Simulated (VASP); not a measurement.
Input:

```
GaYZn
1.0
    4.34154     0.00000     0.00000
   -2.17077     3.75989     0.00000
    0.00000     0.00000     7.11957
Y Zn Ga
2 2 2
Cartesian
  0.00000   0.00000   0.00000
  0.00000   0.00000   3.55979
  2.17077   1.25329   1.77989
  0.00000   2.50659   5.33968
  2.17077   1.25329   5.33968
  0.00000   2.50659   1.77989
```

Level of theory: PBEsol GGA with spin-orbit coupling, VASP's PBE PAW potentials (set 64) (plane waves; VASP). Numerical set-up: 400 eV cut-off, 7×7×4 Γ-centred mesh, Gaussian smearing of 0.050 eV, potentials Y_sv Zn Ga_d.

### Question
Predict the energy per atom (σ→0), band gap (over mesh and band path) with the smallest direct gap where there is one.

### Answer

```yaml
band gap (over mesh and band path): none (metal, semimetal or under 0.01 eV)
energy per atom (σ→0): -4.557 eV/atom
```

Only differences to runs with the same potentials and settings are physical.

The structure comes from a computed database's YZnGa entry (P6_3/mmc); how it stands against other phases isn't given here. It was relaxed first.
